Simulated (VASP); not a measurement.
## BaAs with PBE: from relaxation to properties

Aim: relax BaAs, then compute properties on the relaxed cell. The steps: relaxing cell and atoms (PBE), second relaxation, density, ELF and potential (PBE), band structure (PBE), total and projected DOS (PBE), optical spectrum (PBE), band structure (r2SCAN), band structure (TB-mBJ) and density of states (PBE), changed input. The cell is invented: other elements were put on sites of a known structure type. It may not be a known or stable phase.

Calculated with VASP 6.6.1; PBE; plane waves and PAW (Ba_sv, As), in the first sound run; inputs show where later runs differ.

Most raw output is cut from this account.

**1. Set-up**

Before any relaxation, the start is as follows. Symmetry: Pm-3m, No. 221, cubic system. Conventional cell: a = 4.025 Å, b = 4.025 Å, c = 4.025 Å, α = 90.00°, β = 90.00°, γ = 90.00°. Nearest to Ba lie 8 As at 3.49 Å. As has 8 Ba at 3.49 Å nearest. Farther neighbours are not listed.

Coordinates:

```cif
data_structure
_symmetry_space_group_name_H-M 'P 1'
_symmetry_Int_Tables_number 1
_cell_length_a 4.0246
_cell_length_b 4.0246
_cell_length_c 4.0246
_cell_angle_alpha 90.000
_cell_angle_beta 90.000
_cell_angle_gamma 90.000
_cell_volume 65.19
loop_
_atom_site_label
_atom_site_type_symbol
_atom_site_fract_x
_atom_site_fract_y
_atom_site_fract_z
_atom_site_occupancy
Ba1 Ba 0.00000 0.00000 0.00000 1
As2 As 0.50000 0.50000 0.50000 1
```

**2. Relaxing cell and atoms (PBE)**

The start need not lie at this functional's minimum. ISIF = 3 frees volume, shape and positions, and EDIFFG sets the threshold on forces and stress at which the search stops. PBE, the usual starting point, adds the gradient of the density.

Input file INCAR:

```
SYSTEM = BaAs
PREC = Accurate
ENCUT = 400
EDIFF = 1E-06
NELM = 100
ISMEAR = -1
SIGMA = 0.05
LREAL = .FALSE.
ALGO = Normal
GGA = PE
LORBIT = 11
LWAVE = .FALSE.
LCHARG = .FALSE.
IBRION = 2
NSW = 60
ISIF = 3
EDIFFG = -0.01
```

Input file POSCAR:

```
BaAs
1.0
    4.0245855900      0.0000000000      0.0000000000
    0.0000000000      4.0245855900      0.0000000000
    0.0000000000      0.0000000000      4.0245855900
Ba As
1 1
Direct
    0.0000000000      0.0000000000      0.0000000000
    0.5000000000      0.5000000000      0.5000000000
```

Input file KPOINTS:

```
Automatic mesh
0
Gamma
5 5 5
0 0 0
```

Potentials, in the order of the species: Ba_sv and As (PBE family, release 64).

Started as:

```sh
mpirun -np 1 vasp_std
```

The job ended after 13 s (1 MPI rank of AMD EPYC 7R43, shared host; peak memory 0.12 GiB).

This run has no spin polarisation. Its electron count is odd, so without a moment it is a metal by construction. The k-mesh is coarse for a metal. Harder data sets than Ba_sv exist (the GW ones), and pressures, volumes and forces can shift noticeably with them. The run keeps the 48 symmetry operations of its start, so it cannot find a distortion of lower symmetry.

The steps of the relaxation:

| step | energy less that of the first step (eV) | largest force (eV/Å) | pressure (GPa) | volume (Å³) |
| --- | --- | --- | --- | --- |
| 1 | 0.0000 | 0.0000 | 0.51 | 65.19 |
| 2 | -0.0014 | 0.0000 | -0.04 | 66.16 |

| conventional cell, symmetrised | before | after | change |
| --- | --- | --- | --- |
| a (Å) | 4.025 | 4.045 | +0.5 % |
| b (Å) | 4.025 | 4.045 | +0.5 % |
| c (Å) | 4.025 | 4.045 | +0.5 % |
| volume (Å³/atom) | 32.59 | 33.08 | +1.5 % |

The relaxed structure:

```xyz
2
Lattice="4.0446 0.0000 0.0000 0.0000 4.0446 0.0000 0.0000 0.0000 4.0446" Properties=species:S:1:pos:R:3 pbc="T T T"
Ba    0.0000    0.0000    0.0000
As    2.0223    2.0223    2.0223
```

Numbers from this step:

* electrons: 15
* bands: 11
* irreducible k-points: 10
* symmetry operations: 48
* free energy (TOTEN): -8.205 eV
* energy at zero smearing: -8.199 eV
* Fermi energy: 2.752 eV
* pressure: -0.04453 GPa
* metallic: yes
* SCF cycles over all ionic steps: 17

It ends with forces that vanish by symmetry and a pressure of -0.04 GPa.

**3. Second relaxation**

A relaxation keeps the plane waves of the cell it began with, so it is repeated from the new cell, on a basis made for it.

INCAR is that of step 2.

Input file POSCAR:

```
BaAs
1.0
    4.0445829706      0.0000000000      0.0000000000
    0.0000000000      4.0445829706      0.0000000000
    0.0000000000      0.0000000000      4.0445829706
Ba As
1 1
Direct
    0.0000000000      0.0000000000      0.0000000000
    0.5000000000      0.5000000000      0.5000000000
```

KPOINTS is that of step 2.

Started as:

```sh
mpirun -np 1 vasp_std
```

The job ended after 7.6 s (1 MPI rank; peak memory 0.11 GiB).

Little changed from the start: no atom moved by 0.005 Å and no cell edge by 0.1 %.

This step gave:

| Quantity | Value |
| --- | --- |
| pressure | -0.04319 GPa |
| SCF cycles over all ionic steps | 11 |

It ends with forces that vanish by symmetry and a pressure of -0.04 GPa. The volume moved by under 0.01 %: the run met its threshold at the first step.

**4. Density, ELF and potential (PBE)**

A single point on the relaxed cell gives a clean self-consistent state, with density, ELF and potential written out.

Changes to INCAR since step 3:

```diff
@@ -12,6 +12,5 @@
 LWAVE = .FALSE.
-LCHARG = .FALSE.
-IBRION = 2
-NSW = 60
-ISIF = 3
-EDIFFG = -0.01
+LCHARG = .TRUE.
+ISIF = 2
+LELF = .TRUE.
+LVHAR = .TRUE.
```

POSCAR is that of step 3.

KPOINTS is that of step 3.

Started as:

```sh
mpirun -np 1 vasp_std
```

Wall time 7.8 s (1 MPI rank); peak memory 0.11 GiB.

Numbers from this step:

| Property | Result |
| --- | --- |
| SCF cycles | 11 |

Valence electrons inside each PAW sphere by angular momentum. Sphere charges, by row:

| atom | s (e) | p (e) | d (e) | tot (e) |
| --- | --- | --- | --- | --- |
| Ba1 | 2.02 | 5.597 | 0.299 | 7.917 |
| As2 | 1.251 | 1.441 | 0.006 | 2.698 |

ELF in the ac plane at fractional y = 0.000, with atoms of Ba within 0.2 Å of it. It is the smooth field of the valence electrons, not physical close to the nuclei.

Values, 14 rows by 14 columns, each cell a mean:
```
0.60 0.73 0.86 0.86 0.60 0.19 0.03 0.02 0.06 0.28 0.76 0.87 0.83 0.69
0.80 0.84 0.88 0.82 0.46 0.13 0.03 0.03 0.05 0.18 0.64 0.85 0.87 0.83
0.87 0.87 0.80 0.60 0.20 0.07 0.06 0.07 0.06 0.08 0.35 0.67 0.85 0.87
0.79 0.74 0.54 0.28 0.09 0.07 0.11 0.13 0.09 0.07 0.14 0.35 0.64 0.76
0.32 0.26 0.13 0.08 0.08 0.12 0.18 0.20 0.16 0.11 0.07 0.08 0.18 0.28
0.06 0.05 0.05 0.06 0.12 0.18 0.22 0.23 0.21 0.16 0.09 0.06 0.05 0.06
0.02 0.02 0.04 0.09 0.16 0.21 0.24 0.25 0.23 0.20 0.13 0.07 0.03 0.02
0.03 0.03 0.04 0.07 0.14 0.19 0.23 0.24 0.22 0.18 0.11 0.06 0.03 0.03
0.22 0.18 0.10 0.07 0.09 0.14 0.19 0.21 0.18 0.12 0.07 0.07 0.13 0.19
0.64 0.57 0.35 0.16 0.07 0.09 0.14 0.16 0.12 0.08 0.09 0.20 0.46 0.60
0.87 0.86 0.77 0.52 0.16 0.07 0.07 0.09 0.06 0.08 0.28 0.60 0.82 0.86
0.85 0.87 0.87 0.77 0.35 0.10 0.04 0.04 0.05 0.13 0.54 0.80 0.88 0.86
0.66 0.76 0.87 0.86 0.57 0.18 0.03 0.02 0.05 0.26 0.74 0.87 0.84 0.73
0.47 0.66 0.85 0.87 0.64 0.22 0.03 0.02 0.06 0.32 0.79 0.87 0.80 0.60
```
Columns run along a (4.0 Å), rows up along c (4.0 Å). Atoms in or near the plane, at fractional coordinates: Ba at (0.00, 0.00).

Electrostatic potential energy in the ac plane at fractional y = 0.000, with atoms of Ba within 0.2 Å of it. With pseudopotentials it is smooth inside the atoms' cores, unlike the true potential.

Ten even steps from '_' (-27 eV) to '@' (4 eV), each cell a mean:
```
____::==**##%%%%%%##++--..__
__..--++**%%%%@@%%##**==::..
--==++**##%%@@@@@@%%##**==--
++++**##%%@@@@@@@@@@%%##**++
####%%%%@@@@@@@@@@@@@@%%####
%%%%%%@@@@@@@@@@@@@@@@@@%%%%
%%%%@@@@@@@@@@@@@@@@@@@@@@%%
%%%%@@@@@@@@@@@@@@@@@@@@%%%%
####%%%%@@@@@@@@@@@@@@%%%%##
****##%%%%@@@@@@@@@@%%##****
====++**%%%%@@@@@@%%##**++==
::::==++##%%@@@@%%%%**++--::
____::==**##%%%%%%##++==..__
____::==**##%%%%%%##++--____
```
Columns run along a (4.0 Å; values clipped at the 3rd and 97th percentile), rows up along c (4.0 Å). Atoms in or near the plane, at fractional coordinates: Ba at (0.00, 0.00).

Valence density in the ac plane at fractional y = 0.000, with atoms of Ba within 0.2 Å of it. It is the smooth field of the valence electrons, not physical close to the nuclei.

Ten even steps from '0' (0.0 e/Å³) to '9' (1.4 e/Å³), each cell a mean:
```
58962000003797
99841000002599
87420000001257
33110000000123
00000000000000
00000000000000
00000000000000
00000000000000
00000000000000
21100000000012
76310000001246
99731000001489
68961000003798
26972000003895
```
Columns run along a (4.0 Å), rows up along c (4.0 Å). Atoms in or near the plane, at fractional coordinates: Ba at (0.00, 0.00).

In this run the pressure is -0.04 GPa, small enough to go on.

**5. Band structure (PBE)**

Levels along the symmetry lines show where the bands peak and cross; KPOINTS_OPT computes them in the converged potential.

Changes to INCAR since step 4:

```diff
@@ -12,5 +12,2 @@
 LWAVE = .FALSE.
-LCHARG = .TRUE.
-ISIF = 2
-LELF = .TRUE.
-LVHAR = .TRUE.
+LCHARG = .FALSE.
```

POSCAR is that of step 4.

KPOINTS is that of step 4.

Input file KPOINTS_OPT:

```
Line mode
16
Line-mode
Reciprocal
  0.00000000   0.00000000   0.00000000 GAMMA
  0.00000000   0.50000000   0.00000000 X

  0.00000000   0.50000000   0.00000000 X
  0.50000000   0.50000000   0.00000000 M

  0.50000000   0.50000000   0.00000000 M
  0.00000000   0.00000000   0.00000000 GAMMA

  0.00000000   0.00000000   0.00000000 GAMMA
  0.50000000   0.50000000   0.50000000 R

  0.50000000   0.50000000   0.50000000 R
  0.00000000   0.50000000   0.00000000 X

  0.50000000   0.50000000   0.00000000 M
  0.50000000   0.50000000   0.50000000 R
```

Started as:

```sh
mpirun -np 1 vasp_std
```

It took 33 s on 1 MPI rank; peak memory 0.12 GiB.

Spin-orbit coupling is off here; with elements this heavy it splits and shifts levels by tenths of an eV or more.

Electronic bands along the path, in eV, zero at the Fermi level; # counts the bands kept:

| point | #1 | #2 | #3 | #4 | #5 |
| --- | --- | --- | --- | --- | --- |
| Γ | -9.88 | 0.54 | 0.54 | 0.54 | 0.94 |
| 0.47 of the way | -9.43 | -1.52 | 0.21 | 0.21 | 1.27 |
| X | -8.90 | -2.89 | -0.18 | -0.18 | 1.84 |
| 0.53 of the way | -9.09 | -2.08 | -0.88 | 0.28 | 2.13 |
| M | -9.27 | -1.21 | -1.21 | 0.88 | 1.41 |
| 0.47 of the way | -9.18 | -1.74 | -0.83 | 0.24 | 2.21 |
| Γ | -9.88 | 0.54 | 0.54 | 0.54 | 0.94 |
| 0.47 of the way | -9.15 | -1.07 | -1.07 | -1.03 | 3.12 |
| R | -8.81 | -2.50 | -2.50 | -2.50 | 6.07 |
| 0.47 of the way | -9.06 | -1.96 | -1.71 | -0.57 | 3.23 |
| X | -8.90 | -2.89 | -0.18 | -0.18 | 1.84 |
| jump to M | -9.27 | -1.21 | -1.21 | 0.88 | 1.41 |
| 0.53 of the way | -9.03 | -2.00 | -2.00 | -1.44 | 3.22 |
| R | -8.81 | -2.50 | -2.50 | -2.50 | 6.07 |

Of the projections kept (Ba, As), the largest for each band there; the rest of the weight can lie on other orbitals:

| point | #1 | #2 | #3 | #4 | #5 |
| --- | --- | --- | --- | --- | --- |
| Γ | As 0.97 | As 0.93 | As 0.93 | As 0.93 | Ba 0.96 |
| X | As 0.83 | As 0.71 | As 0.74 | As 0.74 | Ba 1.00 |
| M | As 0.98 | As 0.81 | As 0.81 | As 1.00 | Ba 0.96 |
| Γ | As 0.97 | As 0.93 | As 0.93 | As 0.93 | Ba 0.96 |
| R | As 1.00 | As 0.67 | As 0.67 | As 0.67 | Ba 0.75 |
| X | As 0.83 | As 0.71 | As 0.74 | As 0.74 | Ba 1.00 |

There is no gap at this level.

**6. Total and projected DOS (PBE)**

A density of states needs more k-points than a total energy; ISMEAR = -5 takes tetrahedra, and LORBIT projects the states on the PAW spheres. The mesh is finer than in the run before.

Changes to INCAR since step 5:

```diff
@@ -5,3 +5,3 @@
 NELM = 100
-ISMEAR = -1
+ISMEAR = -5
 SIGMA = 0.05
@@ -13 +13,2 @@
 LCHARG = .FALSE.
+NEDOS = 2001
```

POSCAR is that of step 5.

Input file KPOINTS:

```
Automatic mesh
0
Gamma
7 7 7
0 0 0
```

Started as:

```sh
mpirun -np 1 vasp_std
```

Wall time 12 s (1 MPI rank); peak memory 0.12 GiB.

With tetrahedra the forces and stress of a metal are not exact derivatives of the energy.

Numbers from this step:

| Quantity | Value |
| --- | --- |
| SCF cycles | 12 |
| irreducible k-points | 20 |
| free energy (TOTEN) | -8.138 eV |
| Fermi energy | 2.716 eV |
| pressure | -0.1741 GPa |
| DOS at the Fermi level | 4.290 states/eV/cell |

The density of states has structure finer than the step of the table below, so its rows give means over 1 eV, whole bins alone (the curve runs from -12.0 to 3.13 eV). Peaks (eV: height): total -9.1: 10.3, -1.8: 3.88, 0.0: 4.76, 2.2: 2.53; As p -1.8: 1.01, 0.0: 1.73; Ba d 0.0: 0.313, 2.2: 1.04; Ba p -9.1: 0.585, -1.8: 0.108; As s -9.1: 6.18.

States under -12.0 eV and over 3.1 eV are left out. The density of states by energy, zero at the Fermi level; means over each step; values in states/eV/cell:

| energy (eV) | total | As p | Ba d | Ba p | As s |
| --- | --- | --- | --- | --- | --- |
| -11 | 0 | 0 | 0 | 0 | 0 |
| -10 | 0.0528 | 3.3e-5 | 1.1e-5 | 0.00275 | 0.0291 |
| -9 | 1.93 | 5.1e-4 | 0.0105 | 0.113 | 1.15 |
| -8 | 0 | 0 | 0 | 0 | 0 |
| -7 | 0 | 0 | 0 | 0 | 0 |
| -6 | 0 | 0 | 0 | 0 | 0 |
| -5 | 0 | 0 | 0 | 0 | 0 |
| -4 | 0 | 0 | 0 | 0 | 0 |
| -3 | 0.0457 | 0.0104 | 0.00139 | 5.0e-4 | 1.6e-4 |
| -2 | 2.11 | 0.545 | 0.119 | 0.0503 | 0.00744 |
| -1 | 1.78 | 0.528 | 0.109 | 0.0512 | 0.00988 |
| 0 | 2.04 | 0.725 | 0.126 | 0.0374 | 0.00926 |
| 1 | 0.0876 | 0.0144 | 0.0231 | 3.0e-4 | 2.7e-4 |
| 2 | 1.37 | 0.0292 | 0.556 | 0.0155 | 0.00108 |

The finer mesh and the other smearing move the Fermi level by -0.04 eV from the 5×5×5 run, a small shift, which tests the Fermi level alone. Of the states within 0.3 eV of the Fermi level, the largest shares in the PAW spheres are As p 36 % and Ba d 6 %. The rest lies in smaller channels or between the spheres.

**7. Optical spectrum (PBE)**

LOPTICS sums transitions from filled to empty bands. NBANDS is raised for it.

Changes to INCAR since step 6:

```diff
@@ -5,3 +5,3 @@
 NELM = 100
-ISMEAR = -5
+ISMEAR = -1
 SIGMA = 0.05
@@ -13,2 +13,5 @@
 LCHARG = .FALSE.
-NEDOS = 2001
+LOPTICS = .TRUE.
+NEDOS = 1500
+CSHIFT = 0.1
+NBANDS = 23
```

POSCAR is that of step 6.

KPOINTS is that of step 6.

Started as:

```sh
mpirun -np 1 vasp_std
```

Wall time 20 s (1 MPI rank); peak memory 0.14 GiB.

These are independent-particle spectra without excitons or local fields, and fine structure depends on the mesh and on CSHIFT. The intraband (Drude) part is not in this spectrum.

Numbers from this step:

```yaml
scf_cycles: 11
bands: 23
free_energy_toten: -8.149 eV
energy_at_zero_smearing: -8.137 eV
fermi_energy: 2.701 eV
pressure: -0.2034 GPa
```

The imaginary dielectric function, xx has structure finer than the step of the table below, so its rows give means over 1 eV, whole bins alone (the curve runs from 0 to 25.0 eV). Peaks (eV: height): 0.5: 21.3, 1.2: 10.6, 3.7: 10.3, 4.4: 9.41, 16.7: 3.40.

Table of imaginary dielectric function, xx by photon energy; means over each step:

| photon energy (eV) | imaginary dielectric function, xx |
| --- | --- |
| 1 | 9.78 |
| 2 | 2.35 |
| 3 | 3.56 |
| 4 | 8.40 |
| 5 | 7.99 |
| 6 | 4.23 |
| 7 | 2.58 |
| 8 | 1.73 |
| 9 | 2.02 |
| 10 | 1.35 |
| 11 | 1.00 |
| 12 | 0.736 |
| 13 | 0.647 |
| 14 | 1.00 |
| 15 | 1.87 |
| 16 | 1.35 |
| 17 | 2.39 |
| 18 | 1.58 |
| 19 | 1.20 |
| 20 | 0.939 |
| 21 | 0.444 |
| 22 | 0.362 |
| 23 | 0.252 |
| 24 | 0.142 |

The real dielectric function, xx by photon energy:

photon energy (eV), real dielectric function, xx and a bar from the least value:
```
        0       24.4 ##############################
        1        5.9 #########
        2        5.7 #########
        3        6.6 ##########
        4        4.2 #######
        5        0.5 ###
        6       -2.2 
        7       -0.9 ##
        8       -0.2 ##
        9        0.6 ###
       10        0.2 ###
       11        0.4 ###
       12        0.7 ###
       13        0.8 ###
       14        1.8 #####
       15        0.7 ###
       16        2.0 #####
       17       -0.3 ##
       18        0.1 ###
       19       -0.4 ##
       20       -0.3 ##
       21       -0.4 ##
       22        0.1 ###
       23        0.1 ###
       24        0.2 ###
```

**8. Band structure (r2SCAN)**

This step: r2SCAN; plane waves and PAW (Ba_sv, As); invented cell (VASP 6.6.1).

Levels along the symmetry lines show where the bands peak and cross; KPOINTS_OPT computes them in the converged potential. r2SCAN adds the kinetic-energy density, costs more than a GGA and is run with LASPH.

Input file INCAR:

```
SYSTEM = BaAs
PREC = Accurate
ENCUT = 400
EDIFF = 1E-06
NELM = 100
ISMEAR = -1
SIGMA = 0.05
LREAL = .FALSE.
ALGO = Normal
METAGGA = R2SCAN
LASPH = .TRUE.
LORBIT = 11
LWAVE = .FALSE.
LCHARG = .FALSE.
```

POSCAR is that of step 7.

Input file KPOINTS:

```
Automatic mesh
0
Gamma
5 5 5
0 0 0
```

KPOINTS_OPT is that of step 5.

Started as:

```sh
mpirun -np 1 vasp_std
```

Run time: 2.5 min. Hardware: 1 MPI rank; peak memory 0.13 GiB.

The PAW data sets were made with PBE, which is usual practice but a small mismatch for other functionals.

Numbers from this step:

```yaml
scf_cycles: 13
bands: 11
irreducible_k_points: 10
free_energy_toten: -43.11 eV
energy_at_zero_smearing: -43.10 eV
fermi_energy: 2.657 eV
pressure: -0.3253 GPa
```

The electronic bands at the labelled points (eV, zero at the Fermi level; # counts the bands kept):

| point | #1 | #2 | #3 | #4 |
| --- | --- | --- | --- | --- |
| Γ | 0.53 | 0.53 | 0.53 | 1.24 |
| 0.47 of the way | -1.50 | 0.20 | 0.20 | 1.59 |
| X | -2.93 | -0.18 | -0.18 | 2.20 |
| 0.53 of the way | -2.14 | -0.93 | 0.29 | 2.49 |
| M | -1.32 | -1.32 | 0.87 | 1.82 |
| 0.47 of the way | -1.75 | -0.89 | 0.24 | 2.56 |
| Γ | 0.53 | 0.53 | 0.53 | 1.24 |
| 0.47 of the way | -1.11 | -1.11 | -1.01 | 3.49 |
| R | -2.60 | -2.60 | -2.60 | 6.64 |
| 0.47 of the way | -2.04 | -1.77 | -0.61 | 3.68 |
| X | -2.93 | -0.18 | -0.18 | 2.20 |
| jump to M | -1.32 | -1.32 | 0.87 | 1.82 |
| 0.53 of the way | -2.09 | -2.09 | -1.48 | 3.67 |
| R | -2.60 | -2.60 | -2.60 | 6.64 |

Of the projections kept (Ba, As), the largest for each band there; the rest of the weight can lie on other orbitals:

| point | #1 | #2 | #3 | #4 |
| --- | --- | --- | --- | --- |
| Γ | As 0.94 | As 0.94 | As 0.94 | Ba 0.96 |
| X | As 0.74 | As 0.76 | As 0.76 | Ba 1.00 |
| M | As 0.82 | As 0.82 | As 1.00 | Ba 0.95 |
| Γ | As 0.94 | As 0.94 | As 0.94 | Ba 0.96 |
| R | As 0.69 | As 0.69 | As 0.69 | Ba 0.73 |
| X | As 0.74 | As 0.76 | As 0.76 | Ba 1.00 |

At these settings, which differ from those of the relaxation, the cell is under a tension of 0.3 GPa.

**9. Band structure (TB-mBJ)**

This step: TB-mBJ; plane waves and PAW (Ba_sv, As); invented cell (VASP 6.6.1).

Levels along the symmetry lines show where the bands peak and cross; KPOINTS_OPT computes them in the converged potential. TB-mBJ is a local potential fitted to gaps: it costs far less than a hybrid but gives no energy.

Changes to INCAR since step 8:

```diff
@@ -4,3 +4,3 @@
 EDIFF = 1E-06
-NELM = 100
+NELM = 150
 ISMEAR = -1
@@ -9,3 +9,3 @@
 ALGO = Normal
-METAGGA = R2SCAN
+METAGGA = MBJ
 LASPH = .TRUE.
```

POSCAR is that of step 8.

KPOINTS is that of step 8.

KPOINTS_OPT is that of step 8.

Started as:

```sh
mpirun -np 1 vasp_std
```

It took 4 min on 1 MPI rank; peak memory 0.12 GiB.

EDIFF was not reached within NELM cycles, so the run counts as unconverged.

**10. Density of states (PBE), changed input**

This step: PBE; plane waves and PAW (Ba_sv, As); invented cell (VASP 6.6.1).

Here the states are counted by energy and projected on the atoms. Some settings are moved from the usual, to see what they do.

Input file INCAR:

```
SYSTEM = BaAs
PREC = Accurate
ENCUT = 400
EDIFF = 1E-06
NELM = 100
ISMEAR = 0
SIGMA = 0.02
LREAL = .FALSE.
ALGO = Normal
GGA = PE
LORBIT = 11
LWAVE = .FALSE.
LCHARG = .FALSE.
NEDOS = 2001
BMIX = 0.5
```

POSCAR is that of step 9.

Input file KPOINTS:

```
Automatic mesh
0
Gamma
2 2 2
0 0 0
```

Started as:

```sh
mpirun -np 1 vasp_std
```

Run time: 4 s. Hardware: 1 MPI rank; peak memory 0.11 GiB.

The run converged; its settings lie outside those of the reference runs, so its numbers are set aside.

Against the sound run on this cell (total and projected DOS (PBE)) the energy at zero smearing moves by +254.1 meV an atom and the pressure by +1.59 GPa.

Settings moved from the usual: BMIX = 0.5, ISMEAR = 0, SIGMA = 0.02 and k-mesh = 2×2×2.

The mesh holds 4 irreducible points against 20. BMIX acts on the way to self-consistency or on speed; a fully converged result doesn't depend on them, though slow mixing can meet EDIFF with the stress still off.

**11. Summary of results**

```
relaxed volume                            : 33.08 Å³/atom
relaxed conventional cell a, b, c         : 4.045, 4.045, 4.045 Å
space group after relaxing, within 0.02 Å : Pm-3m (No. 221)
band gap                                  : none, a metal
DOS at the Fermi level                    : 4.29 states/eV/cell
band gap (r2SCAN)                         : none, a metal
```

With PBE, BaAs relaxes to 33.08 Å³/atom in space group Pm-3m (held by the symmetry of the run) and comes out as a metal. Not obtained: band structure (TB-mBJ), because the run did not converge. Band structure (PBE): Of the bands kept, 3 cross the Fermi level on this path. Band structure (r2SCAN): Of the bands kept, 3 cross the Fermi level on this path. The other levels ran on the cell relaxed with PBE, and without spin-orbit coupling unless named. Spin-orbit coupling is left out, and with elements this heavy it would split and shift bands near the Fermi level. The k-sampling is coarse for a metal, so the Fermi level, pressures and the shape of the cell carry errors. With an odd electron count and no spin the cell is a metal by construction. No search among competing phases was made. All values are for a static lattice at zero temperature.

[Lines on the potential files, build, host, timing and source positions are cut from VASP's logs without a mark.]

[Logs are printed without paths, hosts, clocks, repeated set-up lines and the standing remarks that a program may print on its own settings, such as how far it seeks lower states.]

[Hosts, paths, dates, database ids (printed as entryN), source tags and the programs' standing remarks are cut or masked in the printed files.]

[A measured line is paired with the nearest computed mode of its activity, which favours agreement.]
